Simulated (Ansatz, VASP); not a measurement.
**Cross-check of HfSiSn (HfSiSn in the AlB2 type) between VASP and Ansatz**

Wanted: the spread between two codes on one cell, functional and k mesh. The cell is generated by rule, not measured, and may not be a known phase. The cell is taken from a series of runs on this material, whose earlier steps may have relaxed, scaled, displaced or heated it; both programs get it as it stands.

Main program and level: Ansatz 0.2.0; plane waves, with VASP 6.6.1 beside it; single point at PBE.

The structure was built from a prototype and need not be the compound's stable phase.

## Step 1: Set-up

The structure is hexagonal, space group P-6m2 (No. 187). Conventional cell: a = 4.243 Å, b = 4.243 Å, c = 4.455 Å, α = 90.00°, β = 90.00°, γ = 120.00°. Nearest to Hf lie 6 Si at 3.31 Å and 6 Sn at 3.31 Å. Si has 3 Sn at 2.45 Å and 6 Hf at 3.31 Å nearest. Sn has 3 Si at 2.45 Å and 6 Hf at 3.31 Å nearest. Farther neighbours are not listed.

Structure file:

```cif
data_structure
_symmetry_space_group_name_H-M 'P-6m2'
_symmetry_Int_Tables_number 187
_cell_length_a 4.2427
_cell_length_b 4.2427
_cell_length_c 4.4549
_cell_angle_alpha 90.000
_cell_angle_beta 90.000
_cell_angle_gamma 120.000
_cell_volume 69.45
loop_
_atom_site_label
_atom_site_type_symbol
_atom_site_symmetry_multiplicity
_atom_site_Wyckoff_symbol
_atom_site_fract_x
_atom_site_fract_y
_atom_site_fract_z
_atom_site_occupancy
Hf1 Hf 1 a 0.00000 0.00000 0.00000 1
Si1 Si 1 d 0.33333 0.66667 0.50000 1
Sn1 Sn 1 f 0.66667 0.33333 0.50000 1
```

## Step 2: VASP: single point, PBE

A single point gives forces, pressure and levels at one fixed geometry, so differences don't come from the geometry; what else differs is listed under the comparison.

Lines of VASP's logs that name or quote its potential files are left out, and so is its time.

INCAR

```
SYSTEM = HfSiSn
PREC = Accurate
ENCUT = 500
EDIFF = 1E-06
NELM = 120
ISMEAR = 0
SIGMA = 0.1
LREAL = .FALSE.
ALGO = Normal
GGA = PE
NBANDS = 20
LASPH = .TRUE.
LORBIT = 11
LWAVE = .FALSE.
LCHARG = .FALSE.
ISIF = 2
GGA_COMPAT = .FALSE.
```

POSCAR

```
HfSiSn
1.0
    4.2427200000      0.0000000000      0.0000000000
   -2.1213600000      3.6743000000      0.0000000000
    0.0000000000      0.0000000000      4.4548600000
Hf Si Sn
1 1 1
Direct
    0.0000000000      0.0000000000      0.0000000000
    0.3333333333      0.6666666667      0.5000000000
    0.6666666667      0.3333333333      0.5000000000
```

KPOINTS

```
Automatic mesh
0
Gamma
6 6 4
0 0 0
```

Potentials, in the order of the species: Hf_pv, Si and Sn_d (PBE family, release 64).

Started as:

```bash
mpirun -np 1 vasp_std
```

Numbers of over 12 decimals in the logs are rounded to 6 here.

Output:

```text
[banner, memory and clock lines left out]
running    1 mpi-ranks, on    1 nodes
 distrk:  each k-point on    1 cores,    1 groups
 distr:  one band on    1 cores,    1 groups

 POSCAR found type information on POSCAR HfSiSn
 POSCAR found :  3 types and       3 ions
 LDA part: xc-table for (Slater+PW92), standard interpolation
 POSCAR, INCAR and KPOINTS ok, starting setup
 FFT: planning ... GRIDC
 FFT: planning ... GRID_SOFT
 FFT: planning ... GRID
 WAVECAR not read
 entering main loop
       N       E                     dE             d eps       ncg     rms          rms(c)
DAV:   1     0.184881870104E+03    0.18488E+03   -0.14062E+04   848   0.164E+03
DAV:   2    -0.230208063192E+01   -0.18718E+03   -0.18220E+03   860   0.418E+02
DAV:   3    -0.183305660885E+02   -0.16028E+02   -0.15637E+02  1048   0.101E+02
DAV:   4    -0.189086081951E+02   -0.57804E+00   -0.57063E+00  1096   0.195E+01
DAV:   5    -0.189262809554E+02   -0.17673E-01   -0.17631E-01  1100   0.324E+00    0.202E+01
DAV:   6    -0.170948118639E+02    0.18315E+01   -0.73155E+00  1024   0.841E+00    0.139E+01
DAV:   7    -0.170697848817E+02    0.25027E-01   -0.42238E-01  1052   0.490E+00    0.831E+00
DAV:   8    -0.170597850311E+02    0.99999E-02   -0.63042E-02  1096   0.214E+00    0.135E+00
DAV:   9    -0.170571308271E+02    0.26542E-02   -0.10665E-02  1120   0.104E+00    0.460E-01
DAV:  10    -0.170571328927E+02   -0.20656E-05   -0.10059E-03  1012   0.277E-01    0.129E-01
DAV:  11    -0.170571002233E+02    0.32669E-04   -0.10495E-04  1048   0.104E-01    0.246E-02
DAV:  12    -0.170571014484E+02   -0.12251E-05   -0.42528E-06   880   0.154E-02    0.100E-02
DAV:  13    -0.170571019190E+02   -0.47059E-06   -0.51191E-07   636   0.722E-03
   1 F= -.17057102E+02 E0= -.17050362E+02  d E =-.134794E-01
```

From OUTCAR (step 2):

```text
ion  position               nearest neighbor table
   1  0.000  0.000  0.000-   2 3.31   2 3.31   3 3.31   3 3.31   2 3.31   3 3.31   2 3.31   3 3.31
                             3 3.31   3 3.31   2 3.31   2 3.31
   2  0.333  0.667  0.500-   3 2.45   3 2.45   3 2.45   1 3.31   1 3.31   1 3.31   1 3.31   1 3.31
                             1 3.31
   3  0.667  0.333  0.500-   2 2.45   2 2.45   2 2.45   1 3.31   1 3.31   1 3.31   1 3.31   1 3.31
                             1 3.31

  LATTYP: Found a hexagonal cell.
 ALAT       =     4.2427200000
 C/A-ratio  =     1.0500009428

 Subroutine GETGRP returns: Found 12 space group operations
 (whereof 12 operations were pure point group operations)

The static configuration has the point symmetry D_3h.

 Found     21 irreducible k-points:

   k-points           NKPTS =     21   k-points in BZ     NKDIM =     21   number of bands    NBANDS=     20

   dimension x,y,z NGX =    32 NGY =   32 NGZ =   32
   dimension x,y,z NGXF=    64 NGYF=   64 NGZF=   64

   ENCUT  =  500.0 eV  36.75 Ry    6.06 a.u.   7.74  7.74  8.12*2*pi/ulx,y,z

   NELECT =      28.0000    total number of electrons

 k-points in reciprocal lattice and weights: Automatic mesh
   0.00000000  0.00000000  0.00000000       0.007
   0.16666667 -0.00000000  0.00000000       0.042
   0.33333333 -0.00000000  0.00000000       0.042
   0.50000000  0.00000000  0.00000000       0.021
   0.16666667  0.16666667  0.00000000       0.042
   0.33333333  0.16666667  0.00000000       0.083
   0.33333333  0.33333333  0.00000000       0.014
   0.00000000  0.00000000  0.25000000       0.014
   0.16666667 -0.00000000  0.25000000       0.083
[...]
0.33333333  0.16666667  0.50000000       0.083
   0.33333333  0.33333333  0.50000000       0.014

 average (electrostatic) potential at core
       1 -37.0495       2 -83.0143       3-100.2556

 E-fermi :   7.2475

 k-point     1 :       0.0000    0.0000    0.0000
  band No.  band energies     occupation
    ...
     10       4.0456      2.00000
     11       4.2825      2.00000
     12       4.2825      2.00000
     13       5.0793      2.00000
     14       6.0174      2.00000
     15       7.9508      0.00000
     16       7.9508      0.00000
     17       8.2955      0.00000
     18       8.3894      0.00000
     19       8.3894      0.00000
    ...

 k-point     2 :       0.1667   -0.0000    0.0000
  band No.  band energies     occupation
    ...
     10       2.3972      2.00000
     11       4.0047      2.00000
     12       4.0767      2.00000
     13       5.3804      2.00000
     14       6.3404      2.00000
     15       7.8384      0.00000
     16       8.0287      0.00000
     17       8.0889      0.00000
     18       8.1582      0.00000
     19       8.7534      0.00000
    ...

 k-point     3 :       0.3333   -0.0000    0.0000
  band No.  band energies     occupation
    ...
     10       0.0478      2.00000
     11       3.5266      2.00000
     12       4.2081      2.00000
     13       4.9817      2.00000
     14       6.6768      2.00000
     15       7.6348      0.00000
     16       7.9630      0.00000
     17       8.3406      0.00000
     18       8.3485      0.00000
     19      10.4431      0.00000
    ...

  Total        2.9832839      2.9832785     -7.0597407      0.0000000     -0.0000000      0.0000000
  in kB       68.8259344     68.8258107   -162.8719459      0.0000000     -0.0000000      0.0000000
  external PRESSURE =      -8.4067336 kB  Pullay stress =       0.0000000 kB

  energy-cutoff  :      500.00
  volume of cell :       69.45
      direct lattice vectors                 reciprocal lattice vectors
     4.242720000  0.000000000  0.000000000     0.235697854  0.136080342  0.000000000
    -2.121360000  3.674300000  0.000000000     0.000000000  0.272160684  0.000000000
     0.000000000  0.000000000  4.454860000     0.000000000  0.000000000  0.224473945

 POSITION                                       TOTAL-FORCE (eV/Angst)
 -----------------------------------------------------------------------------------
      0.00000      0.00000      0.00000        -0.000000      0.000000      0.000000
     -0.00000      2.44953      2.22743        -0.000000      0.000000      0.000000
      2.12136      1.22477      2.22743         0.000000     -0.000000      0.000000
 -----------------------------------------------------------------------------------
    total drift:                                0.000001      0.000034      0.000000

  FREE ENERGIE OF THE ION-ELECTRON SYSTEM (eV)
  ---------------------------------------------------
  free  energy   TOTEN  =       -17.0571019190 eV

  energy  without entropy=      -17.0436224951  energy(sigma->0) =      -17.05036221

 total charge
# of ion       s       p       d       tot
------------------------------------------
    1        0.306   6.131   1.384   7.821
    2        0.808   0.833   0.000   1.641
    3        1.146   1.356  10.080  12.583
--------------------------------------------------
tot          2.260   8.320  11.465  22.045

[... 3 further parts left out ...]
```

The k-mesh is coarse for a metal. Harder data sets than Hf_pv exist (the GW ones), and pressures, volumes and forces can shift noticeably with them.

## Step 3: Ansatz: single point, PBE

Ansatz runs on its PAW soft_1 files.

The same cell, functional, mesh and smearing now go to Ansatz, which takes its cutoff from its data sets.

input.yaml

```yaml
crystal:
  lattice:
    - [4.24272, 0.0, 0.0]
    - [-2.12136, 3.6743, 0.0]
    - [0.0, 0.0, 4.45486]
  atoms:
    - { symbol: Hf, position: [0.0, 0.0, 0.0] }
    - { symbol: Si, position: [0.33333333, 0.66666667, 0.5] }
    - { symbol: Sn, position: [0.66666667, 0.33333333, 0.5] }
kpoints:
  mp_grid: { grid: [6, 6, 4] }
hamiltonian:
  xc: pbe
  pseudopotentials: { kind: paw, azcp: { folder: soft_1 } }
scf:
  occupations: { method: gaussian, width: 0.1 }
output:
  forces: true
  stress: true
  eigenvalues: true
```

Started as:

```bash
ansatz run input.yaml --threads 4 --pin off --max-ram 12288MiB --backend cpu --events-out ev --progress --plain --runs-dir out
```

Output:

```text
Engine: ansatz 0.2.0, aarch64-unknown-linux-gnu
Pseudopotentials: kind: paw
Pseudopotential: Hf, paw, valence charge 26, recommended cutoff 420 eV (normal), soft_1/Hf.paw.azcp
Pseudopotential: Si, paw, valence charge 4, recommended cutoff 420 eV (normal), soft_1/Si.paw.azcp
Pseudopotential: Sn, paw, valence charge 14, recommended cutoff 420 eV (normal), soft_1/Sn.paw.azcp
Functional definition: PBE
  parameter kappa = 0.804
  parameter beta = 0.066725
  exchange = pbe_x(kappa = kappa, mu = beta*pi^2/3)
  correlation = pbe_c(beta = beta)
Crystal: 3 atoms, lattice volume = 69.447 Å³
Basis set: ecut = 420 eV, 1377 PW (Γ), exchange–correlation on 60×60×60 points (8 copies of the dense FFT grid, shifted against one another)
Bands: 27, of which v1, the nominal top of the filled ones, is band 22 counted from 1 (21 counted from 0)
Symmetry: 12 space group operations
Space group: P-6m2 (ITA 187), of the structure as read, at distance tolerance 4.1e-5 Å
k-points: 21 of 144 (time reversal used)
Non-local potential: Hf, projectors of the file, l = 0: 3, l = 1: 2, l = 2: 2, l = 3: 3
Non-local potential: Si, projectors of the file, l = 0: 2, l = 1: 2, l = 2: 1
Non-local potential: Sn, projectors of the file, l = 0: 2, l = 1: 2, l = 2: 2, l = 3: 1
PAW form: soft (Blöchl's): semilocal exchange-correlation on the pseudo side does not see the compensation charge
PAW one-centre angular grid: Hf, 590 points (default); XC on 64 Gauss nodes
PAW one-centre angular grid: Si, 110 points (default); XC on 64 Gauss nodes
PAW one-centre angular grid: Sn, 590 points (default); XC on 64 Gauss nodes
Initial density: superposition of atomic densities (chi_scale 0.1, normalization cell, long waves kept (reshape's long-wave potential 0.00 eV rms))
Initial wavefunctions: pseudopotential atomic-orbital guess
Functional: x = pbe(κ = 0.804, μ = 0.219515), c = pbe(β = 0.066725)
SCF iter   1: F=—  HF=-22380.680024 eV  |F-HF|=—  |Δ(HF+E_count)|=         —  Δρ=3.67e-2  dr2=1.42e0  ethr=3.10e-3  ⟨swp⟩=6.2  Hψ=2510  notcnv=0
preconditioner: auto → Kerker (q_TF=auto, 2.528 Å⁻¹)  [metal: Δε(μ)=0.061 eV  Ē_g=14.110 eV  σ=0.100 eV  W_gap=0.31  n_scr=20 (ndim 8)  ℏωp=26.7 eV  f_vac=0.000  D(μ)=2.89/eV (n_scr^D=20)]
SCF iter   2: F=—  HF=-22380.299878 eV  |F-HF|=—  |Δ(HF+E_count)|=   3.80e-1  Δρ=1.96e-2  dr2=3.71e-1  ethr=3.10e-3  ⟨swp⟩=2.9  Hψ=1198  notcnv=0  defer=6
SCF iter   3: F=—  HF=-22380.198210 eV  |F-HF|=—  |Δ(HF+E_count)|=   1.02e-1  Δρ=7.07e-3  dr2=4.48e-2  ethr=8.44e-4  ⟨swp⟩=2.0  Hψ=972  notcnv=0  defer=6
SCF iter   4: F=—  HF=-22380.174941 eV  |F-HF|=—  |Δ(HF+E_count)|=   2.33e-2  Δρ=3.74e-3  dr2=1.20e-2  ethr=1.02e-4  ⟨swp⟩=2.0  Hψ=1147  notcnv=0  defer=6
SCF iter   5: F=—  HF=-22380.170843 eV  |F-HF|=—  |Δ(HF+E_count)|=   4.10e-3  Δρ=9.81e-4  dr2=8.61e-4  ethr=2.74e-5  ⟨swp⟩=2.0  Hψ=835  notcnv=0  defer=6
SCF iter   6: F=—  HF=-22380.170556 eV  |F-HF|=—  |Δ(HF+E_count)|=   2.87e-4  Δρ=2.38e-4  dr2=6.72e-5  ethr=1.96e-6  ⟨swp⟩=2.0  Hψ=1028  notcnv=0  defer=6
SCF iter   7: F=—  HF=-22380.170562 eV  |F-HF|=—  |Δ(HF+E_count)|=   5.63e-6  Δρ=8.07e-5  dr2=8.10e-6  ethr=1.53e-7  ⟨swp⟩=2.0  Hψ=1030  notcnv=0  defer=6
SCF iter   8: F=—  HF=-22380.170535 eV  |F-HF|=—  |Δ(HF+E_count)|=   2.63e-5  Δρ=2.53e-5  dr2=8.19e-7  ethr=1.84e-8  ⟨swp⟩=2.0  Hψ=671  notcnv=0  defer=6
SCF iter   9: F=-22380.170535 eV  HF=-22380.170535 eV  |F-HF|=7.15e-9  |Δ(HF+E_count)|=   1.55e-7  Δρ=5.67e-6  dr2=3.02e-8  ethr=2.27e-10  ⟨swp⟩=5.4  Hψ=2588  notcnv=0
SCF 1 converged in 9 iterations: F = -22380.170535 eV  dr2 = 3.02e-8
  greatest PAW one-centre occupation: 0.998 electrons in one spin orbital (limit 2), on the Hf atom at site 0 (counted from 0), in its partial waves of l = 3
SCF converged after 9 iterations
Free energy (F): -22380.170535 eV
Harris-Foulkes:  -22380.170535 eV  (|F-HF|=7.15e-9)
Internal energy: -22380.157062 eV  (E = F + TS)
E sigma→0 (E₀):  -22380.163798 eV
Entropy (-TS):   -0.013473 eV (-4.491 meV/atom)
Fermi energy:    12.738632 eV
--- Per-component energies (eV) ---
  E_band       = -228.217714
  E_kinetic    = 612.524752
  E_local      = -8710.527785  (includes V_loc(G=0)·N_el)
  E_nonlocal   = 225.603073
  E_hartree    = 4201.265422
  E_xc         = -446.596603
  E_vxc        = -380.014862  (∫ρ·V_xc dr)
  E_paw        = -12575.654085  (= ΣΔE_a)
  E_vpaw       = -378.331134  (= ΣTr[D̂ρ^β])
  E_aug_tail   = 0.000423  (compensation charges beyond the density's cutoff)
  E_ewald      = -5686.772259
  E_smearing   = -0.013473  (= −TS)
  E_closure    = 0.000000  (closes the sum)
  Σ components = -22380.170535   (vs F -22380.170535, Δ=0.00e0)
--- Forces (eV/Å), atoms counted from 1 ---
  atom   1  Hf     0.00000000     0.00000000     0.00000000
  atom   2  Si     0.00000000     0.00000000     0.00000000
  atom   3  Sn    -0.00000000    -0.00000000     0.00000000
  max |Σ_I F_I| component: 3.70e-17 eV/Å
--- Stress (GPa, compression-positive) ---
        7.207651       0.000000       0.000000
        0.000000       7.207651       0.000000
        0.000000       0.000000     -16.026400
  P = ⅓ Tr σ = -0.5370 GPa (-5.370 kbar)
--- Band table (eV; the first three rows and the last of 21) ---
  k-point 0: bands = [... 18 lower, 9.7662, 9.7662, 10.5642, 11.5039, 13.4467, 13.4467, 13.7876, 13.8745, ... 1 higher]
  k-point 1: bands = [... 18 lower, 10.0967, 10.0967, 11.7830, 12.1744, 12.1744, 12.4384, 13.5036, 13.5036, ... 1 higher]
  k-point 2: bands = [... 18 lower, 10.6107, 10.6107, 11.6715, 11.6715, 12.1445, 12.5343, 12.5343, 13.4503, ... 1 higher]
  k-point 20: bands = [... 18 lower, 7.3120, 9.4241, 9.5027, 11.7247, 13.9943, 14.2113, 14.2599, 14.8981, ... 1 higher]
```

The run ends at a pressure of -0.54 GPa.

## Step 4: Differences

Known differences besides the potentials themselves: the data sets hold 44 valence electrons in Ansatz (on its PAW soft_1 files) and 28 in VASP; the cutoff is 420 eV in Ansatz and 500 eV in VASP. Total energies have different zeros and are not compared.

Compared:

| quantity | Ansatz | VASP | difference |
| --- | --- | --- | --- |
| pressure (GPa) | -0.54 | -0.84 | +0.30 |

## Step 5: Results

```yaml
difference_in_pressure_single_point_pbe: 0.30 GPa
```

What this shows: The difference in pressure is 0.30 GPa (single point, PBE), within the 1 GPa picked in this series as the mark of a large difference. The data sets hold unlike numbers of valence electrons (44 in Ansatz and 28 in VASP), so part of the differences comes from the potentials. How closely two codes agree says nothing of how well the functional describes the real material.

[Lines on the potential files, build, host, timing and source positions are cut from VASP's logs without a mark.]

[Logs are printed without paths, hosts, clocks, repeated set-up lines and the standing remarks that a program may print on its own settings, such as how far it seeks lower states.]

[Hosts, paths, dates, database ids (printed as entryN), source tags and the programs' standing remarks are cut or masked in the printed files.]
